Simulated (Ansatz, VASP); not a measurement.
# Cross-check of VInSi (VInSi in the AlB2 type) between VASP and Ansatz, part 2 of 2

One calculation is typed for both programs; each brings its own data sets. How far apart do they land? The cell is generated by rule, not measured, and may not be a known phase. The cell is taken from a series of runs on this material, whose earlier steps may have relaxed, scaled, displaced or heated it; both programs get it as it stands.

VASP 6.6.1 and Ansatz 0.2.0.

So far: Starting point; Ansatz: relaxation of cell and atoms, PBE, pair 1; VASP: relaxation of cell and atoms, PBE, pair 1.

The structure was built from a prototype and need not be the compound's stable phase.

## 4. Differences

Known differences besides the potentials themselves: the cutoff is 420 eV in Ansatz and 500 eV in VASP; Ansatz adds a Pulay correction to the stress that steers its cell, VASP none. Total energies have different zeros and are not compared.

The two programs side by side:

```csv
quantity,Ansatz,VASP,difference
volume (Å³),49.77,49.80,-0.04 %
"edge a after relaxation, in the typed setting (Å)",4.636,4.636,+0.00 %
"edge c after relaxation, in the typed setting (Å)",2.674,2.675,-0.04 %
```

## 5. Ansatz: relaxation of cell and atoms, PBE, pair 2

The relaxed volume is the usual yardstick between codes: in a stiff, nearly cubic crystal its relative difference is about their pressure difference at one cell divided by the bulk modulus.

The cell is taken from a series of runs on this material, whose earlier steps may have relaxed, scaled, displaced or heated it; both programs get it as it stands.

Contents of input.yaml:

```yaml
crystal:
  lattice:
    - [4.6413802901, 3.3181e-06, 0.0]
    - [-2.3206930186, 4.0195515808, 0.0]
    - [0.0, 0.0, 2.6743432124]
  atoms:
    - { symbol: V, position: [0.0, 0.0, 0.0] }
    - { symbol: Si, position: [0.3333333333, 0.6666666667, 0.5] }
    - { symbol: In, position: [0.6666666667, 0.3333333333, 0.5] }
kpoints:
  mp_grid: { grid: [9, 9, 12] }
hamiltonian:
  xc: pbe
  pseudopotentials: { kind: paw, azcp: { folder: soft_1 } }
scf:
  occupations: { method: gaussian, width: 0.1 }
output:
  forces: true
  stress: true
  eigenvalues: true
relax:
  adjacent_minimum: "off"
  f_tol: 0.005
  max_steps: 80
  cell: { stress_tol: 0.05 }
```

Started as:

```
> ansatz run input.yaml --threads 4 --pin off --max-ram 12288MiB --backend cpu --events-out ev --progress --plain --runs-dir out
```

Numbers of over 12 decimals in the logs are rounded to 6 here.

The program printed:

```text
[...]
Crystal: 3 atoms, lattice volume = 49.893 Å³
Basis set: ecut = 420 eV, 951 PW (Γ), exchange–correlation on 64×64×36 points (8 copies of the dense FFT grid, shifted against one another)
Bands: 19, of which v1, the nominal top of the filled ones, is band 15 counted from 1 (14 counted from 0)
Symmetry: 12 space group operations
[...]
k-points: 84 of 972 (time reversal used)
[...]
--- Relaxed structure (3 steps of the walk, 3 accepted, 1 SCFs on fresh bases) ---
[...]
cell:  # Å, volume = 49.8690 Å³
    - [4.646271, 3.3215909273086236e-6, 1.3187782138545428e-19]
    - [-2.323138, 4.023787, 0]
    - [0, 0, 2.667419]
  atoms:
    - { symbol: V, position: [0, 0, 0] }
    - { symbol: Si, position: [0.333333, 0.666667, 0.5] }
    - { symbol: In, position: [0.666667, 0.333333, 0.5] }
[key lines of the parts left out:]
SCF converged after 8 iterations
Free energy (F): -9144.922878 eV
Fermi energy:    13.597046 eV
P = ⅓ Tr σ = -0.0033 GPa (-0.033 kbar)
```

## 6. VASP: relaxation of cell and atoms, PBE, pair 2

The same cell, functional, mesh and smearing now go to VASP, with its own data sets.

Contents of INCAR:

```
SYSTEM = VInSi
PREC = Accurate
ENCUT = 500
EDIFF = 1E-07
NELM = 120
ISMEAR = 0
SIGMA = 0.1
LREAL = .FALSE.
ALGO = Normal
GGA = PE
NBANDS = 21
LASPH = .TRUE.
LORBIT = 11
LWAVE = .FALSE.
LCHARG = .FALSE.
ISIF = 3
IBRION = 2
NSW = 80
EDIFFG = -0.005
GGA_COMPAT = .FALSE.
NELMIN = 4
KPAR = 2
```

Contents of POSCAR:

```
VInSi
1.0
    4.6413800000      0.0000030000      0.0000000000
   -2.3206930000      4.0195520000      0.0000000000
    0.0000000000      0.0000000000      2.6743430000
V Si In
1 1 1
Direct
    0.0000000000      0.0000000000      0.0000000000
    0.3333333333      0.6666666667      0.5000000000
    0.6666666667      0.3333333333      0.5000000000
```

Contents of KPOINTS:

```
Automatic mesh
0
Gamma
9 9 12
0 0 0
```

Potentials, in the order of the species: V_sv, Si and In_d (PBE family, release 64).

Started as:

```
> mpirun -np 2 vasp_std
```

The program printed:

```text
[... set-up lines as in an earlier step ...]
 entering main loop
       N       E                     dE             d eps       ncg     rms          rms(c)
DAV:   1     0.263592360130E+03    0.26359E+03   -0.14615E+04  3536   0.175E+03
DAV:   2    -0.276675008118E+01   -0.26636E+03   -0.25902E+03  3608   0.449E+02
DAV:   3    -0.174396118556E+02   -0.14673E+02   -0.14117E+02  4201   0.115E+02
DAV:   4    -0.178770532836E+02   -0.43744E+00   -0.43497E+00  4134   0.196E+01
[...]
DAV:  14    -0.157662212175E+02    0.83289E-06   -0.95276E-07  3965   0.106E-02    0.239E-03
DAV:  15    -0.157662210655E+02    0.15206E-06   -0.92845E-08  2562   0.303E-03    0.994E-04
DAV:  16    -0.157662210939E+02   -0.28376E-07   -0.12329E-08  1989   0.138E-03
   1 F= -.15766221E+02 E0= -.15760753E+02  d E =-.157662E+02
[...]
2 F= -.15766470E+02 E0= -.15761096E+02  d E =-.248431E-03
[...]
3 F= -.15766486E+02 E0= -.15761096E+02  d E =-.264999E-03
[...]
4 F= -.15766486E+02 E0= -.15761095E+02  d E =-.264940E-03
[...]
5 F= -.15766490E+02 E0= -.15761102E+02  d E =-.425602E-05
 trial-energy change:   -0.000004  1 .order   -0.000006   -0.000022    0.000010
 step:   0.5875(harm=  0.6504)  dis= 0.00000  next Energy=   -15.766492 (dE=-0.633E-05)
 reached required accuracy - stopping structural energy minimisation
```

Parts of OUTCAR (step 6):

```text
  Total       -0.0113431     -0.0113431     -0.0087064      0.0000000      0.0000000      0.0000000
  in kB       -0.3642634     -0.3642635     -0.2795897      0.0000000      0.0000000      0.0000000
  external PRESSURE =      -0.3360389 kB  Pullay stress =       0.0000000 kB

 POSITION                                       TOTAL-FORCE (eV/Angst)
 -----------------------------------------------------------------------------------
      0.00000      0.00000      0.00000         0.000000      0.000000     -0.000000
     -0.00000      2.68267      1.33418         0.000000     -0.000000      0.000000
      2.32325      1.34133      1.33418        -0.000000     -0.000000     -0.000000
 -----------------------------------------------------------------------------------
    total drift:                               -0.000002     -0.000003     -0.000000

  FREE ENERGIE OF THE ION-ELECTRON SYSTEM (eV)
  ---------------------------------------------------
  free  energy   TOTEN  =       -15.7664902899 eV

  energy  without entropy=      -15.7557142012  energy(sigma->0) =      -15.76110225

[... 1 part as in an earlier step ...]

[... 3 further parts left out ...]
[key lines of the parts left out:]
E-fermi :  10.1195
```

## 7. Side by side

Compared:

```csv
quantity,Ansatz,VASP,difference
volume (Å³),49.87,49.89,-0.05 %
"edge a after relaxation, in the typed setting (Å)",4.646,4.646,+0.00 %
"edge c after relaxation, in the typed setting (Å)",2.667,2.668,-0.04 %
```

## 8. Summary of results

```yaml
difference_in_volume_relaxation_of_cell_and_atoms_pbe_pair_1: -0.045 %
difference_in_volume_relaxation_of_cell_and_atoms_pbe_pair_2: -0.045 %
```

In words: The difference in volume is -0.045 % (relaxation of cell and atoms, PBE, pair 2), within the 1.2 % picked in this series as the mark of a large difference, as far as the stopping tolerances let one tell. Such differences can come from data sets, numerical settings and the points named under the comparisons, not from the functional's error against experiment.

[Lines on the potential files, build, host, timing and source positions are cut from VASP's logs without a mark.]

[Logs are printed without paths, hosts, clocks, repeated set-up lines and the standing remarks that a program may print on its own settings, such as how far it seeks lower states.]

[Hosts, paths, dates, database ids (printed as entryN), source tags and the programs' standing remarks are cut or masked in the printed files.]
